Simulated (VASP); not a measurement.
Consider the following.

```
CdSe
1.0
    0.00000     3.10485     3.10485
    3.10485     0.00000     3.10485
    3.10485     3.10485     0.00000
Cd Se
1 1
Direct
  0.00000   0.00000   0.00000
  0.25000   0.25000   0.25000
```

Computed with optB86b-vdW, VASP's PBE PAW potentials (set 64) (plane waves; VASP). Run with 520 eV cut-off, 8×8×8 Γ-centred mesh, Gaussian smearing of 0.050 eV, potentials Cd Se.

Give the stress tensor in GPa (positive for a compressed cell).

```
-1.34   0.00   0.00
 0.00  -1.34   0.00
 0.00   0.00  -1.34
```
The pressure is its mean diagonal, -1.34 GPa.

The compound is CdSe in the zinc blende structure, whereas wurtzite is the usual form. This cell is one point of a volume scan, at 1.03 of the reference volume.
